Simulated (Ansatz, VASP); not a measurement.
# Sr3MgSO3 in two plane-wave programs, part 2 of 2

Wanted: the spread between two codes on one cell, functional and k mesh. The cell is generated by rule, not measured, and may not be a known phase. The cell is taken from a series of runs on this material, whose earlier steps may have relaxed, scaled, displaced or heated it; both programs get it as it stands.

VASP 6.6.1 and Ansatz 0.2.0.

So far: Set-up; VASP: relaxation of cell and atoms, PBEsol.

The structure was built from a prototype and need not be the compound's stable phase.

## (3) Ansatz: relaxation of cell and atoms, PBEsol

Level of this step: Ansatz beside VASP: Kohn-Sham DFT, plane waves, PBEsol (Ansatz).

Ansatz runs on its default PAW (the set named soft_2) files.

The same cell, functional and mesh now go to Ansatz, which takes its cutoff from its data sets.

Contents of input.yaml:

```yaml
crystal:
  lattice:
    - [2.5420180968, 2.5420180968, 0.0]
    - [-2.5420180968, 2.5420180968, 0.0]
    - [0.0, 0.0, 10.7616019168]
  atoms:
    - { symbol: Mg, position: [0.5, 0.5, 0.75] }
    - { symbol: O, position: [0.5, 0.5, 0.0091390171] }
    - { symbol: O, position: [1.0, 0.0, 0.25] }
    - { symbol: O, position: [0.5, 0.5, 0.4908609829] }
    - { symbol: S, position: [1.0, 0.0, 0.75] }
    - { symbol: Sr, position: [0.0, 0.0, 0.0138986372] }
    - { symbol: Sr, position: [0.5, 0.5, 0.25] }
    - { symbol: Sr, position: [0.0, 0.0, 0.4861013628] }
kpoints:
  mp_grid: { grid: [8, 8, 2] }
hamiltonian:
  xc: pbesol
scf:
  occupations: { method: fixed }
output:
  forces: true
  stress: true
  eigenvalues: true
relax:
  adjacent_minimum: "off"
  f_tol: 0.001
  max_steps: 60
  cell: { stress_tol: 0.01 }
```

On the command line:

```bash
$ ansatz run input.yaml --threads 8 --pin off --max-ram 14336MiB --backend cpu --events-out ev --progress --plain --runs-dir out
```

Numbers of over 12 decimals in the logs are rounded to 6 here.

Log:

```text
Engine: ansatz 0.2.0, x86_64-unknown-linux-gnu
Pseudopotentials: kind: paw
Pseudopotential: Mg, paw, valence charge 10, recommended cutoff 420 eV (normal), Mg.paw.azcp
Pseudopotential: O, paw, valence charge 6, recommended cutoff 420 eV (normal), O.paw.azcp
Pseudopotential: S, paw, valence charge 6, recommended cutoff 420 eV (normal), S.paw.azcp
Pseudopotential: Sr, paw, valence charge 10, recommended cutoff 420 eV (normal), Sr.paw.azcp
Functional definition: PBEsol
  exchange = pbesol_x
  correlation = pbesol_c
Crystal: 8 atoms, lattice volume = 139.080 Å³
Basis set: ecut = 420 eV, 2691 PW (Γ), exchange–correlation on 50×50×144 points (8 copies of the dense FFT grid, shifted against one another)
Bands: 40, of which v1, the nominal top of the filled ones, is band 32 counted from 1 (31 counted from 0)
Symmetry: 16 space group operations
Space group: P4/mmm (ITA 123), of the structure as read, at distance tolerance 5.2e-5 Å
k-points: 30 of 128
Non-local potential: Mg, projectors of the file, l = 0: 3, l = 1: 2, l = 2: 1
Non-local potential: O, projectors of the file, l = 0: 2, l = 1: 2, l = 2: 1
Non-local potential: S, projectors of the file, l = 0: 2, l = 1: 2, l = 2: 2
Non-local potential: Sr, projectors of the file, l = 0: 3, l = 1: 2, l = 2: 2
PAW form: soft (Blöchl's): semilocal exchange-correlation on the pseudo side does not see the compensation charge
PAW frozen core: Mg, regenerated for the run's functional, and the local potential with it (the file was generated under x = pbe(κ = 0.804, μ = 0.219515), c = pbe(β = 0.066725))
PAW frozen core: O, regenerated for the run's functional, and the local potential with it (the file was generated under x = pbe(κ = 0.804, μ = 0.219515), c = pbe(β = 0.066725))
PAW frozen core: S, regenerated for the run's functional, and the local potential with it (the file was generated under x = pbe(κ = 0.804, μ = 0.219515), c = pbe(β = 0.066725))
PAW frozen core: Sr, regenerated for the run's functional, and the local potential with it (the file was generated under x = pbe(κ = 0.804, μ = 0.219515), c = pbe(β = 0.066725))
PAW one-centre angular grid: Mg, 110 points (default); XC on 64 Gauss nodes
PAW one-centre angular grid: O, 110 points (default); XC on 64 Gauss nodes
PAW one-centre angular grid: S, 110 points (default); XC on 64 Gauss nodes
PAW one-centre angular grid: Sr, 110 points (default); XC on 64 Gauss nodes
Initial density: superposition of atomic densities (neutral atoms: chi_scale 0, normalization atom), corrected by the library's trained network
Initial wavefunctions: pseudopotential atomic-orbital guess
Functional: x = pbesol(κ = 0.804, μ = 0.123457), c = pbesol(β = 0.046)
SCF iter   1: F=—  HF=-14967.726538 eV  |F-HF|=—  |Δ(HF+E_count)|=         —  Δρ=1.25e-2  dr2=2.09e-1  ethr=1.77e-3  ⟨swp⟩=5.9  Hψ=5366  notcnv=0  defer=136
preconditioner: auto → Resta (q_TF=auto, 2.397 Å⁻¹)  ε∞=3.6  [insulator: Δε(μ)=2.676 eV  Ē_g=13.751 eV  n_scr=28 (ndim 8)  ℏωp=22.3 eV  f_vac=0.000  ε∞_Penn≈3.6]
SCF iter   2: F=—  HF=-14967.687156 eV  |F-HF|=—  |Δ(HF+E_count)|=   3.94e-2  Δρ=5.53e-3  dr2=3.63e-2  ethr=3.27e-4  ⟨swp⟩=2.5  Hψ=2050  notcnv=0  defer=170
SCF iter   3: F=—  HF=-14967.679672 eV  |F-HF|=—  |Δ(HF+E_count)|=   7.48e-3  Δρ=1.18e-3  dr2=3.41e-3  ethr=5.67e-5  ⟨swp⟩=2.1  Hψ=1890  notcnv=0  defer=177
SCF iter   4: F=—  HF=-14967.678879 eV  |F-HF|=—  |Δ(HF+E_count)|=   7.93e-4  Δρ=5.01e-4  dr2=4.44e-4  ethr=5.33e-6  ⟨swp⟩=3.0  Hψ=1908  notcnv=0  defer=178
SCF iter   5: F=—  HF=-14967.678829 eV  |F-HF|=—  |Δ(HF+E_count)|=   5.03e-5  Δρ=3.43e-4  dr2=1.46e-4  ethr=6.93e-7  ⟨swp⟩=2.0  Hψ=1895  notcnv=0  defer=178
SCF iter   6: F=—  HF=-14967.678806 eV  |F-HF|=—  |Δ(HF+E_count)|=   2.23e-5  Δρ=5.43e-5  dr2=4.09e-6  ethr=2.28e-7  ⟨swp⟩=2.0  Hψ=1615  notcnv=0  defer=152
SCF iter   7: F=—  HF=-14967.678948 eV  |F-HF|=—  |Δ(HF+E_count)|=   1.42e-4  Δρ=1.35e-5  dr2=2.17e-7  ethr=6.39e-9  ⟨swp⟩=2.0  Hψ=2167  notcnv=0  defer=106
SCF iter   8: F=-14967.678949 eV  HF=-14967.678949 eV  |F-HF|=1.91e-9  |Δ(HF+E_count)|=   1.42e-7  Δρ=2.40e-6  dr2=6.12e-9  ethr=1.56e-10  ⟨swp⟩=15.9  Hψ=8582  notcnv=0
SCF 1 converged in 8 iterations: F = -14967.678949 eV  dr2 = 6.12e-9
  greatest PAW one-centre occupation: 1.000 electrons in one spin orbital (limit 2), on the Mg atom at site 0 (counted from 0), in its partial waves of l = 0
relax step   1: F+E_penalty+E_count = -14967.67894851 eV  Δ(F+E_penalty+E_count) = +0.000e0 eV  max|allowed force component| = 5.231e-4 eV/Å  Δτ_max = 0.0000 Å  P = -0.004 GPa  Ω = 139.080 Å³  (8 SCF iters, dr2 threshold 1.00e-7 eV, accepted)
Initial density: handed on by an earlier stage of this run
Initial wavefunctions: pseudopotential atomic-orbital guess (no wavefunctions were taken with the density)
iter 1 solved again at ethr=2.30e-7 eV; its pass at ethr=3.10e-3 eV (dr2=1.47e-4 eV) is discarded
SCF iter   1: F=—  HF=-14967.678809 eV  |F-HF|=—  |Δ(HF+E_count)|=         —  Δρ=5.04e-6  dr2=1.68e-8  ethr=2.30e-7  ⟨swp⟩=3.9  Hψ=8559  notcnv=0  defer=178
eigensolver tolerance schedule: the retry pair's looser diagonalisation over-reported the residual by 8777.27 of it (diagonalisation noise at 1.87 of the residual, at the tolerance the schedule requests for it); recorded, not acted on — ethr = c·dr2/N_el stays at c = 1.0e-1
preconditioner: auto → Resta (q_TF=auto, 2.397 Å⁻¹)  ε∞=3.6  [insulator: Δε(μ)=2.733 eV  Ē_g=13.799 eV  n_scr=28 (ndim 8)  ℏωp=22.3 eV  f_vac=0.000  ε∞_Penn≈3.6]
SCF iter   2: F=—  HF=-14967.678949 eV  |F-HF|=—  |Δ(HF+E_count)|=   1.40e-4  Δρ=2.33e-6  dr2=3.28e-9  ethr=2.62e-11  ⟨swp⟩=4.0  Hψ=3657  notcnv=0  defer=174
SCF iter   3: F=—  HF=-14967.678949 eV  |F-HF|=—  |Δ(HF+E_count)|=   2.05e-9  Δρ=1.47e-6  dr2=1.42e-9  ethr=5.12e-12  ⟨swp⟩=2.2  Hψ=1571  notcnv=0  defer=174
SCF iter   4: F=—  HF=-14967.678949 eV  |F-HF|=—  |Δ(HF+E_count)|=   2.14e-9  Δρ=8.97e-7  dr2=9.32e-10  ethr=2.22e-12  ⟨swp⟩=2.0  Hψ=2021  notcnv=0  defer=174
SCF iter   5: F=—  HF=-14967.678949 eV  |F-HF|=—  |Δ(HF+E_count)|=  2.06e-10  Δρ=2.75e-7  dr2=3.58e-11  ethr=1.46e-12  ⟨swp⟩=2.0  Hψ=1850  notcnv=0  defer=174
SCF iter   6: F=—  HF=-14967.678949 eV  |F-HF|=—  |Δ(HF+E_count)|=  2.91e-11  Δρ=1.56e-7  dr2=1.10e-11  ethr=1.00e-12  ⟨swp⟩=1.0  Hψ=1124  notcnv=0  defer=174
SCF iter   7: F=-14967.678949 eV  HF=-14967.678949 eV  |F-HF|=1.82e-12  |Δ(HF+E_count)|=  1.64e-11  Δρ=5.89e-8  dr2=2.59e-12  ethr=1.00e-12  ⟨swp⟩=16.2  Hψ=9741  notcnv=0
SCF 2 converged in 7 iterations: F = -14967.678949 eV  dr2 = 2.59e-12
relax step   2: F+E_penalty+E_count = -14967.67894851 eV  Δ(F+E_penalty+E_count) = -1.570e-9 eV  max|allowed force component| = 5.144e-4 eV/Å  Δτ_max = 0.0000 Å  P = -0.003 GPa  Ω = 139.080 Å³  stress off target by 8.18e-3 GPa  SCF on the basis re-selected at this cell (its energy is not comparable with the rows above)  (7 SCF iters)
basis re-selected at this cell: Δ(F+E_penalty+E_count) = -1.570e-9 eV, ΔP = +0.000 GPa vs the last step (what re-selecting the basis moved, of the pressure what is left beyond the Pulay correction that the steps carried, after the strain that the cell walked since its last selection, with what the two solves' SCF thresholds leave and, on support functions, any second-order correction that the steps lacked; it is no m [...]
SCF converged after 7 iterations
Free energy (F): -14967.678949 eV
Harris-Foulkes:  -14967.678949 eV  (|F-HF|=1.82e-12)
Internal energy: -14967.678949 eV  (E = F + TS)
E sigma→0 (E₀):  -14967.678949 eV
Fermi energy:    7.399081 eV
--- Per-component energies (eV) ---
  E_band       = -522.287326
  E_kinetic    = 1451.259637
  E_local      = -4335.059982  (includes V_loc(G=0)·N_el)
  E_nonlocal   = 879.974276
  E_hartree    = 1321.902081
  E_xc         = -865.647610
  E_vxc        = -899.256712  (∫ρ·V_xc dr)
  E_paw        = -9255.022329  (= ΣΔE_a)
  E_vpaw       = -263.015905  (= ΣTr[D̂ρ^β])
  E_aug_tail   = 0.007195  (compensation charges beyond the density's cutoff)
  E_ewald      = -4165.721934
  E_core_change = 0.629718  (= ΣΔE_core)
  E_smearing   = -0.000000  (= −TS)
  E_closure    = -0.000000  (closes the sum)
  Σ components = -14967.678949   (vs F -14967.678949, Δ=0.00e0)
--- Forces (eV/Å), atoms counted from 1 ---
  atom   1  Mg    -0.00000000    -0.00000000     0.00000000
  atom   2  O      0.00000000     0.00000000    -0.00051438
  atom   3  O      0.00000000    -0.00000000     0.00000000
  atom   4  O      0.00000000     0.00000000     0.00051438
  atom   5  S      0.00000000    -0.00000000     0.00000000
  atom   6  Sr     0.00000000     0.00000000     0.00007535
  atom   7  Sr     0.00000000    -0.00000000     0.00000000
  atom   8  Sr     0.00000000     0.00000000    -0.00007535
  max |Σ_I F_I| component: 2.71e-29 eV/Å
--- Stress (GPa, compression-positive) ---
       -0.008183       0.000000       0.000000
        0.000000      -0.008183       0.000000
        0.000000       0.000000       0.006049
  P = ⅓ Tr σ = -0.0034 GPa (-0.034 kbar)
--- Band table (eV; the first three rows and the last of 30) ---
  k-point 0: bands = [... 28 lower, 7.3196, 7.3196, 7.3991, 7.3991, 10.4065, 10.5879, 11.7255, 12.1225, ... 4 higher]
  k-point 1: bands = [... 28 lower, 7.3499, 7.3499, 7.3663, 7.3663, 10.6411, 10.7308, 11.3953, 11.9425, ... 4 higher]
  k-point 2: bands = [... 28 lower, 7.0471, 7.1461, 7.1584, 7.2263, 10.9120, 11.0440, 12.0823, 12.4069, ... 4 higher]
  k-point 29: bands = [... 28 lower, 7.1274, 7.1274, 7.1671, 7.1671, 10.2671, 11.1087, 11.1087, 11.6522, ... 4 higher]
--- Relaxed structure (1 steps of the walk, 1 accepted, 1 SCFs on fresh bases) ---
  F+E_penalty+E_count = -14967.67894851 eV   max|allowed force component| = 5.144e-4 eV/Å   (the final SCF, on the basis selected at the relaxed cell)
  cell:  # Å, volume = 139.0798 Å³
    - [2.5420180968, 2.5420180968, 0.0]
    - [-2.5420180968, 2.5420180968, 0.0]
    - [0.0, 0.0, 10.7616019168]
  atoms:
    - { symbol: Mg, position: [0.5, 0.5, 0.750000] }
    - { symbol: O, position: [0.5, 0.5, 0.0091390171] }
    - { symbol: O, position: [1.0, 0.0, 0.25] }
    - { symbol: O, position: [0.5, 0.5, 0.4908609829] }
    - { symbol: S, position: [1.0, 0.0, 0.750000] }
    - { symbol: Sr, position: [0.0, 0.0, 0.0138986372] }
    - { symbol: Sr, position: [0.5, 0.5, 0.25] }
    - { symbol: Sr, position: [0.0, 0.0, 0.4861013628] }
```

The column dr2 measures how far the density is from self-consistency, as an energy; F and HF (Harris–Foulkes) agree once it is small.

## (4) Side by side

Known differences besides the potentials themselves: fixed occupations in Ansatz, narrow Gaussian smearing in VASP; the data sets hold 64 valence electrons in Ansatz (on its default PAW (the set named soft_2) files) and 56 in VASP; the cutoff is 420 eV in Ansatz and 600 eV in VASP; Ansatz makes its cores anew for this functional, VASP keeps those of its PBE data sets; Ansatz adds a Pulay correction to the stress that steers its cell, VASP none. Total energies have different zeros and are not compared.

Both answers:

```
                                         quantity  Ansatz    VASP  difference
                                      volume (Å³)  139.08  139.62     -0.38 %
edge a after relaxation, in the typed setting (Å)   3.595   3.600     -0.14 %
edge c after relaxation, in the typed setting (Å)  10.762  10.772     -0.10 %
```

## (5) What came out

```json
{
 "difference in volume (relaxation of cell and atoms, PBEsol)": "-0.38 %"
}
```

What this shows: The difference in volume is -0.38 % (relaxation of cell and atoms, PBEsol), within the 1.2 % picked in this series as the mark of a large difference, as far as the stopping tolerances let one tell. The data sets hold unlike numbers of valence electrons (64 in Ansatz and 56 in VASP), so part of the differences comes from the potentials. Such differences can come from data sets, numerical settings and the points named under the comparisons, not from the functional's error against experiment.

[Lines on the potential files, build, host, timing and source positions are cut from VASP's logs without a mark.]

[Logs are printed without paths, hosts, clocks, repeated set-up lines and the standing remarks that a program may print on its own settings, such as how far it seeks lower states.]

[Hosts, paths, dates, database ids (printed as entryN), source tags and the programs' standing remarks are cut or masked in the printed files.]
